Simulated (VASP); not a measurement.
Computed with r2SCAN+rVV10, VASP's PBE PAW potentials (set 64) (plane waves; VASP).

A VASP calculation is set up with these files.

**INCAR**
```
! general
SYSTEM   = Zr
PREC     = Accurate
ENCUT    = 520   ! plane-wave cut-off (eV)
LREAL    = .FALSE.
LASPH    = .TRUE.   ! aspherical one-centre terms

! electronic loop
EDIFF    = 1E-6
NELM     = 100   ! most electronic steps
ALGO     = Normal   ! blocked Davidson
LMAXMIX  = 4   ! l cut-off of mixed one-centre charges
LMIXTAU  = .TRUE.

! smearing
ISMEAR   = 1   ! Methfessel-Paxton
SIGMA    = 0.1

! functional
METAGGA  = R2SCAN
LUSE_VDW = .TRUE.
BPARAM   = 11.95
CPARAM   = 0.0093

! ions
IBRION   = 2   ! conjugate gradients
NSW      = 60   ! most ionic steps
ISIF     = 3   ! ions, shape and volume
EDIFFG   = -0.01

! output
LWAVE    = .FALSE.
LCHARG   = .FALSE.
```

**POSCAR**
```
Zr
1.0
  1.6150000000  -2.7972620000   0.0000000000
  1.6150000000   2.7972620000   0.0000000000
  0.0000000000   0.0000000000   5.1500000000
Zr
2
Cartesian
  1.6150000000   0.9324225315   1.2875000000
  1.6150000000  -0.9324225315   3.8625000000
```

KPOINTS:
```
Automatic mesh
0
Gamma
12 12 7
0 0 0
```

POTCAR, in this order: Zr_sv (PBE.64 set). Program: vasp_std.

The resulting files:

File OUTCAR:
```
 ion  position               nearest neighbor table
   1  0.333  0.667  0.250-   2 3.18   2 3.18   2 3.18   2 3.18   2 3.18   2 3.18
   2  0.667  0.333  0.750-   1 3.18   1 3.18   1 3.18   1 3.18   1 3.18   1 3.18
  LATTYP: Found a hexagonal cell.
 ALAT       =     3.2299999530
 C/A-ratio  =     1.5944272678
 Subroutine PRICEL returns:
 Original cell was already a primitive cell.
 Subroutine GETGRP returns: Found 24 space group operations
The static configuration has the point symmetry D_3d.
 The point group associated with its full space group is D_6h.
The dynamic configuration has the point symmetry D_3d.
 Subroutine INISYM returns: Found 24 space group operations
 Subroutine IBZKPT returns following result:
 Found     76 irreducible k-points:

 Following reciprocal coordinates:
            Coordinates               Weight
  0.000000  0.000000  0.000000      1.000000
  0.083333  0.000000  0.000000      6.000000
  0.166667 -0.000000  0.000000      6.000000
  0.250000 -0.000000  0.000000      6.000000
  0.333333  0.000000  0.000000      6.000000
  0.416667  0.000000  0.000000      6.000000
  0.500000 -0.000000  0.000000      3.000000
  0.083333  0.083333  0.000000      6.000000
  0.166667  0.083333  0.000000     12.000000
  0.250000  0.083333  0.000000     12.000000
  0.333333  0.083333  0.000000     12.000000
  0.416667  0.083333  0.000000     12.000000
  0.166667  0.166667  0.000000      6.000000
  0.250000  0.166667  0.000000     12.000000
  0.333333  0.166667  0.000000     12.000000
  0.416667  0.166667  0.000000      6.000000
  0.250000  0.250000  0.000000      6.000000
  0.333333  0.250000  0.000000     12.000000
  0.333333  0.333333  0.000000      2.000000
  0.000000  0.000000  0.142857      2.000000
  0.083333  0.000000  0.142857     12.000000
  0.166667 -0.000000  0.142857     12.000000
...
```

OSZICAR:
```
       N       E                     dE             d eps       ncg     rms          rms(c)
DAV:   1     0.184219683630E+03    0.18422E+03   -0.13914E+04  2432   0.153E+03
DAV:   2    -0.409250405461E+02   -0.22514E+03   -0.22312E+03  3112   0.427E+02
DAV:   3    -0.581088476759E+02   -0.17184E+02   -0.17029E+02  4688   0.827E+01
DAV:   4    -0.585202297066E+02   -0.41138E+00   -0.41136E+00  2608   0.147E+01
DAV:   5    -0.585349397928E+02   -0.14710E-01   -0.14710E-01  3896   0.180E+00    0.182E+01
DAV:   6    -0.469113820306E+02    0.11624E+02   -0.10685E+01  3064   0.236E+01    0.472E+00
DAV:   7    -0.434712112841E+02    0.34402E+01   -0.17304E+00  2648   0.125E+01    0.132E+00
DAV:   8    -0.453456091441E+02   -0.18744E+01   -0.78024E-01  2472   0.105E+01    0.773E-01
DAV:   9    -0.445171052207E+02    0.82850E+00   -0.11445E+00  2432   0.106E+01    0.783E-01
DAV:  10    -0.445238083361E+02   -0.67031E-02   -0.23194E-01  2640   0.406E+00    0.763E-01
DAV:  11    -0.450712485005E+02   -0.54744E+00   -0.35725E-01  2616   0.476E+00    0.406E-01
DAV:  12    -0.450579281472E+02    0.13320E-01   -0.14050E-02  3784   0.104E+00    0.326E-01
DAV:  13    -0.450706849959E+02   -0.12757E-01   -0.36978E-03  2608   0.583E-01    0.128E-01
DAV:  14    -0.450653780383E+02    0.53070E-02   -0.74038E-03  2560   0.796E-01    0.837E-02
DAV:  15    -0.450641234885E+02    0.12545E-02   -0.98036E-04  3352   0.241E-01    0.935E-02
DAV:  16    -0.450647062104E+02   -0.58272E-03   -0.10718E-03  2672   0.285E-01    0.390E-02
DAV:  17    -0.450648586708E+02   -0.15246E-03   -0.17775E-04  3808   0.844E-02    0.348E-02
DAV:  18    -0.450647427827E+02    0.11589E-03   -0.58837E-05  2576   0.607E-02    0.172E-02
DAV:  19    -0.450648041221E+02   -0.61339E-04   -0.54948E-05  2736   0.728E-02    0.737E-03
DAV:  20    -0.450648073698E+02   -0.32477E-05   -0.37163E-06  2288   0.244E-02    0.741E-03
DAV:  21    -0.450648056008E+02    0.17690E-05   -0.87812E-06  2112   0.296E-02    0.588E-03
DAV:  22    -0.450648084776E+02   -0.28768E-05   -0.22597E-06  1936   0.156E-02    0.910E-04
DAV:  23    -0.450648077833E+02    0.69429E-06   -0.15640E-07  1392   0.444E-03
   1 F= -.45064808E+02 E0= -.45063974E+02  d E =-.450648E+02
       N       E                     dE             d eps       ncg     rms          rms(c)
DAV:   1    -0.450700126221E+02   -0.52041E-02   -0.22417E-01  2712   0.514E+00    0.653E-01
DAV:   2    -0.450654950653E+02    0.45176E-02   -0.16727E-02  2624   0.127E+00    0.235E-01
DAV:   3    -0.450647397497E+02    0.75532E-03   -0.69568E-03  3512   0.676E-01    0.130E-01
DAV:   4    -0.450647531461E+02   -0.13396E-04   -0.12528E-03  3088   0.308E-01    0.520E-02
DAV:   5    -0.450648975304E+02   -0.14438E-03   -0.10806E-03  2544   0.310E-01    0.260E-02
DAV:   6    -0.450649350820E+02   -0.37552E-04   -0.22604E-04  3264   0.130E-01    0.167E-02
DAV:   7    -0.450649493292E+02   -0.14247E-04   -0.37944E-05  3408   0.437E-02    0.752E-03
DAV:   8    -0.450649454152E+02    0.39140E-05   -0.26399E-06  2008   0.169E-02    0.245E-03
DAV:   9    -0.450649459418E+02   -0.52657E-06   -0.10891E-06  1488   0.981E-03
   2 F= -.45064946E+02 E0= -.45064158E+02  d E =-.138158E-03
       N       E                     dE             d eps       ncg     rms          rms(c)
DAV:   1    -0.450655746362E+02   -0.62922E-03   -0.25775E-02  2680   0.174E+00    0.222E-01
DAV:   2    -0.450650510101E+02    0.52363E-03   -0.19136E-03  2624   0.431E-01    0.792E-02
DAV:   3    -0.450649506475E+02    0.10036E-03   -0.77412E-04  3504   0.227E-01    0.440E-02
DAV:   4    -0.450649733867E+02   -0.22739E-04   -0.14181E-04  3088   0.103E-01    0.174E-02
DAV:   5    -0.450649753619E+02   -0.19751E-05   -0.12290E-04  2496   0.104E-01    0.860E-03
DAV:   6    -0.450649914800E+02   -0.16118E-04   -0.25830E-05  3232   0.435E-02    0.564E-03
DAV:   7    -0.450649931736E+02   -0.16936E-05   -0.40707E-06  2456   0.145E-02    0.236E-03
DAV:   8    -0.450649941650E+02   -0.99142E-06   -0.38301E-07  1352   0.699E-03
   3 F= -.45064994E+02 E0= -.45064189E+02  d E =-.186382E-03
       N       E                     dE             d eps       ncg     rms          rms(c)
DAV:   1    -0.450653875592E+02   -0.39439E-03   -0.26062E-02  2432   0.156E+00    0.119E-01
DAV:   2    -0.450650194940E+02    0.36807E-03   -0.10536E-03  2800   0.246E-01    0.549E-02
DAV:   3    -0.450650313823E+02   -0.11888E-04   -0.29332E-04  2920   0.170E-01    0.205E-02
DAV:   4    -0.450650462819E+02   -0.14900E-04   -0.38663E-05  3512   0.510E-02    0.147E-02
DAV:   5    -0.450650457858E+02    0.49615E-06   -0.19002E-05  2608   0.435E-02    0.733E-03
DAV:   6    -0.450650474107E+02   -0.16249E-05   -0.19643E-05  2616   0.442E-02    0.166E-03
DAV:   7    -0.450650505255E+02   -0.31148E-05   -0.36912E-06  2128   0.173E-02    0.887E-04
DAV:   8    -0.450650493497E+02    0.11758E-05   -0.23760E-07  1328   0.523E-03    0.348E-04
DAV:   9    -0.450650502498E+02   -0.90007E-06   -0.12270E-07  1320   0.312E-03
   4 F= -.45065050E+02 E0= -.45064255E+02  d E =-.560848E-04
```

File OUTCAR:
```
------------------------ aborting loop because EDIFF is reached ----------------------------------------
  FORCE on cell =-STRESS in cart. coord.  units (eV):
  Direction    XX          YY          ZZ          XY          YZ          ZX
  --------------------------------------------------------------------------------------
  Total       -0.0008267     -0.0008267     -0.0118841      0.0000000     -0.0000000     -0.0000000
  in kB       -0.0283821     -0.0283821     -0.4079889      0.0000000     -0.0000000     -0.0000000
  external PRESSURE =      -0.1549177 kB  Pullay stress =       0.0000000 kB
  volume of cell :       46.67
      direct lattice vectors                 reciprocal lattice vectors
     1.618498509 -2.803321594  0.000000000     0.308928304 -0.178359843  0.000000000
     1.618498509  2.803321594 -0.000000000     0.308928304  0.178359843  0.000000000
    -0.000000000  0.000000000  5.142966701     0.000000000  0.000000000  0.194440302
 POSITION                                       TOTAL-FORCE (eV/Angst)
 -----------------------------------------------------------------------------------
      1.61850      0.93444      1.28574        -0.000000      0.000000     -0.000000
      1.61850     -0.93444      3.85723         0.000000     -0.000000      0.000000
 -----------------------------------------------------------------------------------
    total drift:                               -0.000000      0.001118     -0.000019
  FREE ENERGIE OF THE ION-ELECTRON SYSTEM (eV)
  ---------------------------------------------------
  free  energy   TOTEN  =       -45.0650502498 eV

  energy  without entropy=      -45.0626648231  energy(sigma->0) =      -45.06425511

 reached required accuracy - stopping structural energy minimisation
```
(Selected blocks of OUTCAR.)

File CONTCAR:
```
Zr
   1.00000000000000
     1.6184985085721701   -2.8033215942452245    0.0000000000000000
     1.6184985085721701    2.8033215942452245   -0.0000000000000000
    -0.0000000000000000    0.0000000000000000    5.1429667008874107
  Zr
     2
Direct
     0.3333330000000032    0.6666669999999968    0.2500000000000000
     0.6666669999999968    0.3333330000000032    0.7500000000000000
```

### OUTCAR
```
 val. band max:        9.0091596602   @ k =   0.3333   0.2500   0.4286

 cond. band min:       9.0269667242   @ k =   0.0833   0.0833   0.0000


 Fermi energy:         9.0196248637

 k-point     1 :       0.0000    0.0000    0.0000
  band No.  band energies     occupation
      1     -41.5374      2.00000
      2     -41.3703      2.00000
      3     -19.3992      2.00000
      4     -18.4826      2.00000
      5     -18.4826      2.00000
      6     -18.3400      2.00000
      7     -18.3365      2.00000
      8     -18.3365      2.00000
      9       2.9827      2.00000
     10       5.8033      2.00000
     11       9.9767     -0.00000
     12       9.9767     -0.00000
     13      10.0379     -0.00000
     14      10.1660     -0.00000
     15      10.7283     -0.00000
     16      10.7283     -0.00000

 k-point     2 :       0.0833    0.0000    0.0000
  band No.  band energies     occupation
      1     -41.5289      2.00000
      2     -41.3668      2.00000
      3     -19.3768      2.00000
      4     -18.5315      2.00000
      5     -18.4987      2.00000
      6     -18.3872      2.00000
      7     -18.3496      2.00000
      8     -18.3426      2.00000
      9       3.1853      2.00000
     10       5.9838      2.00000
     11       9.5116     -0.00000
     12       9.6715     -0.00000
     13      10.1635     -0.00000
     14      10.4833     -0.00000
     15      10.5846     -0.00000
     16      10.9026     -0.00000

 k-point     3 :       0.1667   -0.0000    0.0000
  band No.  band energies     occupation
      1     -41.5054      2.00000
      2     -41.3579      2.00000
      3     -19.3126      2.00000
      4     -18.6652      2.00000
      5     -18.5410      2.00000
      6     -18.5218      2.00000
      7     -18.3786      2.00000
      8     -18.3608      2.00000
      9       3.7557      2.00000
     10       6.4423      2.00000
     11       8.8626      2.04890
     12       8.8783      2.06255
     13      10.1301     -0.00000
...
```

The compound is Zr in the hcp structure. This run relaxes it. Symmetry was kept, so distortions that lower it aren't found.
